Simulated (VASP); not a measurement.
Computed with PBE GGA with D3 dispersion (Becke-Johnson damping), VASP's PBE PAW potentials (set 64) (plane waves; VASP).

VASP ran on this input.

File POSCAR:
```
PdIn
1
    3.2939305295     0.0000000000     0.0000000000
    0.0000000000     3.2939305295     0.0000000000
    0.0000000000     0.0000000000     3.2939305295
In Pd
1 1
Direct
  0.5000000000   0.5000000000   0.5000000000
  0.0000000000   0.0000000000   0.0000000000
```

### KPOINTS
```
K-points
0
gamma
11 11 11
0 0 0
```

### INCAR
```
SYSTEM  =  PdIn
PREC  =  Accurate; ENCUT  =  520; LREAL  =  .FALSE.
LASPH  =  .TRUE.
EDIFF  =  1E-7; NELM  =  100; ALGO  =  Normal
LMAXMIX  =  4
ISMEAR  =  1; SIGMA  =  0.1
GGA  =  PE; IVDW  =  12
ISIF  =  2
LWAVE  =  .FALSE.; LCHARG  =  .FALSE.
```

POTCAR, in this order: In_d Pd (PBE.64 set). Program: vasp_std.

Output

File OSZICAR:
```
       N       E                     dE             d eps       ncg     rms          rms(c)
DAV:   1     0.161666449609E+03    0.16167E+03   -0.11417E+04  1694   0.197E+03
DAV:   2    -0.168558588934E+01   -0.16335E+03   -0.15933E+03  1813   0.408E+02
DAV:   3    -0.881911442783E+01   -0.71335E+01   -0.70892E+01  2086   0.914E+01
DAV:   4    -0.894513557132E+01   -0.12602E+00   -0.12599E+00  2097   0.118E+01
DAV:   5    -0.895167373473E+01   -0.65382E-02   -0.65381E-02  2432   0.231E+00    0.618E+00
DAV:   6    -0.878844668485E+01    0.16323E+00   -0.39922E-01  2009   0.977E+00    0.291E+00
DAV:   7    -0.875502863366E+01    0.33418E-01   -0.71683E-02  2216   0.510E+00    0.128E+00
DAV:   8    -0.874884353032E+01    0.61851E-02   -0.20545E-02  1862   0.144E+00    0.381E-01
DAV:   9    -0.874815040696E+01    0.69312E-03   -0.19166E-03  2191   0.748E-01    0.479E-02
DAV:  10    -0.874815700364E+01   -0.65967E-05   -0.41919E-05  2222   0.950E-02    0.241E-02
DAV:  11    -0.874815882199E+01   -0.18183E-05   -0.55393E-06  1988   0.250E-02    0.282E-03
DAV:  12    -0.874815923408E+01   -0.41209E-06   -0.43306E-07  2184   0.766E-03    0.249E-03
DAV:  13    -0.874815909633E+01    0.13775E-06   -0.28160E-08  1127   0.205E-03    0.584E-04
DAV:  14    -0.874815904427E+01    0.52051E-07   -0.65132E-09  1043   0.108E-03
   1 F= -.97964184E+01 E0= -.97959651E+01  d E =-.136013E-02
```

**OUTCAR**
```
------------------------ aborting loop because EDIFF is reached ----------------------------------------
 Edisp (eV)   -1.04826
  FORCE on cell =-STRESS in cart. coord.  units (eV):
  Direction    XX          YY          ZZ          XY          YZ          ZX
  --------------------------------------------------------------------------------------
  Total      -0.85168    -0.85168    -0.85168    -0.00000    -0.00000    -0.00000
  in kB     -38.18075   -38.18075   -38.18075    -0.00000    -0.00000    -0.00000
  external pressure =      -38.18 kB  Pullay stress =        0.00 kB
  volume of cell :       35.74
      direct lattice vectors                 reciprocal lattice vectors
     3.293930529  0.000000000  0.000000000     0.303588673  0.000000000  0.000000000
     0.000000000  3.293930529  0.000000000     0.000000000  0.303588673  0.000000000
     0.000000000  0.000000000  3.293930529     0.000000000  0.000000000  0.303588673
 POSITION                                       TOTAL-FORCE (eV/Angst)
 -----------------------------------------------------------------------------------
      1.64697      1.64697      1.64697         0.000000      0.000000      0.000000
      0.00000      0.00000      0.00000         0.000000      0.000000      0.000000
 -----------------------------------------------------------------------------------
    total drift:                                0.000000      0.000000     -0.000000
  FREE ENERGIE OF THE ION-ELECTRON SYSTEM (eV)
  ---------------------------------------------------
  free  energy   TOTEN  =        -9.7964184268 eV

  energy  without entropy=       -9.7950583016  energy(sigma->0) =       -9.79596505
```
(Selected blocks of OUTCAR.)

**OUTCAR**
```
 val. band max:       10.1441250389   @ k =   0.4545   0.4545   0.2727

 cond. band min:      10.1583912781   @ k =   0.3636   0.1818   0.1818


 Fermi energy:        10.1462827813

 k-point     1 :       0.0000    0.0000    0.0000
  band No.  band energies     occupation
      1      -4.7337      2.00000
      2      -4.7337      2.00000
      3      -4.3490      2.00000
      4      -4.3490      2.00000
      5      -4.3490      2.00000
      6       0.2854      2.00000
      7       6.4642      2.00000
      8       6.4642      2.00000
      9       7.9565      2.00000
     10       7.9565      2.00000
     11       7.9565      2.00000
     12      14.3709      0.00000
     13      14.3709      0.00000
     14      14.3709      0.00000
     15      19.3570      0.00000

 k-point     2 :       0.0909    0.0000    0.0000
  band No.  band energies     occupation
      1      -4.7295      2.00000
      2      -4.7072      2.00000
      3      -4.3572      2.00000
      4      -4.3572      2.00000
      5      -4.3467      2.00000
      6       0.4144      2.00000
      7       6.4662      2.00000
      8       6.4855      2.00000
      9       7.8623      2.00000
     10       7.8623      2.00000
     11       7.9512      2.00000
     12      13.4745      0.00000
     13      14.6264      0.00000
     14      14.6264      0.00000
     15      19.7220      0.00000

 k-point     3 :       0.1818    0.0000    0.0000
  band No.  band energies     occupation
      1      -4.7183      2.00000
      2      -4.6364      2.00000
      3      -4.3788      2.00000
      4      -4.3788      2.00000
      5      -4.3405      2.00000
      6       0.8001      2.00000
      7       6.4718      2.00000
      8       6.5024      2.00000
      9       7.6306      2.00000
     10       7.6306      2.00000
     11       7.9369      2.00000
     12      11.8145     -0.00000
     13      15.3407      0.00000
     14      15.3407      0.00000
     15      19.9076      0.00000
...
```

Unless said otherwise, spin-orbit coupling is left out, though it shifts the bands of the heavy elements here.

The compound is PdIn in the CsCl type structure. This cell is one point of a volume scan, at 1.03 of the reference volume. The electron count is odd and the run is not spin-polarised, which forces a metal.
